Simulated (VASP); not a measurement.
```
WSi2
1.0
   -1.61540     1.63418     3.96506
    1.61540    -1.63418     3.96506
    1.61540     1.63418    -3.96506
Si W
2 1
Direct
  0.66500   0.66500   0.00000
  0.33500   0.33500   0.00000
  0.00000   0.01659   0.01659
```

The numbers are results of PBE GGA + U (Dudarev), VASP's PBE PAW potentials (set 64) (plane waves; VASP), not measurements. Numerical set-up: 400 eV cut-off, 12×12×12 Γ-centred mesh, first-order Methfessel-Paxton smearing of 0.10 eV, potentials Si W_sv, U − J: W 1.00 eV.

**Question.** Give the force on each atom (eV/Å).

**Answer.** 
```json
[
 {"atom": "Si1", "Fx": "0.253", "Fy": "0.000", "Fz": "0.047"},
 {"atom": "Si2", "Fx": "0.253", "Fy": "0.000", "Fz": "-0.047"},
 {"atom": "W3", "Fx": "-0.506", "Fy": "0.000", "Fz": "0.000"}
]
```

**Question.** Give the stress tensor in GPa (positive for a compressed cell).

**Answer.** 
```
-1.24   0.00   0.00
 0.00  -4.43   0.00
 0.00   0.00  -4.04
```
The pressure is its mean diagonal, -3.24 GPa.

The compound is WSi2 in the MoSi2 type structure. The cell was not relaxed at this level. The run is one of a series of settings (LDAU = .TRUE., LDAUJ = 0 0, LDAUL = -1 2, LDAUTYPE = 2, LDAUU = 0 1.0 against the base run), some of them coarse on purpose.
